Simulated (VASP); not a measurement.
Given:

```xyz
2
Lattice="1.4486 0.8363 4.6284 -1.4486 0.8363 4.6284 0.0000 -1.6727 4.6284" Properties=species:S:1:pos:R:3 pbc="T T T"
Cr     0.0000     0.0000     0.0000
Ta     0.0000     0.0000     6.9425
```
Starting moments (μB, in the order of the record's atoms Cr Ta): 3.0 0.0.

Level of theory: PBE GGA, VASP's PBE PAW potentials (set 64) (plane waves; VASP). Settings: 300 eV cut-off, 7×7×7 Γ-centred mesh, Fermi-Dirac smearing of 0.14 eV, potentials Cr_pv Ta_pv.

At this cut-off the stress carries a Pulay error, which pulls relaxed volumes low. Energy and stress use the plane-wave basis of the starting cell. The moments were started parallel, and other spin orders were not tried in this run.

Task: The ions, cell shape and volume are relaxed. Give the cell that the relaxation ends in.

Result: 
```xyz
2
Lattice="1.4946 0.8629 3.9945 -1.4946 0.8629 3.9945 0.0000 -1.7259 3.9945" Properties=species:S:1:pos:R:3 pbc="T T T"
Cr     0.0000     0.0000     0.0000
Ta     0.0000     0.0000     5.9918
```
Space group R-3m (166), at a tolerance of 0.03 Å. The cell ends with 0.00 μB, on the sites 0.00 0.00 μB.

Task: How do energy and volume change from the first to the last step?

Result: The energy (σ→0) changes by -145.2 meV/atom and the volume by -8.1 %, in 14 ionic steps.

The structure was generated: TaCr was put into an ordered model structure, which need not be its known phase. This run relaxes it. Symmetry was kept, so distortions that lower it aren't found. The k-mesh is coarse (spacing up to 0.35 per Å, 2π included), so the numbers may not be converged in it. The run is one of a series of settings (EDIFFG = -0.01, IBRION = 2, ISIF = 3, NSW = 50 against the base run), some of them coarse on purpose.
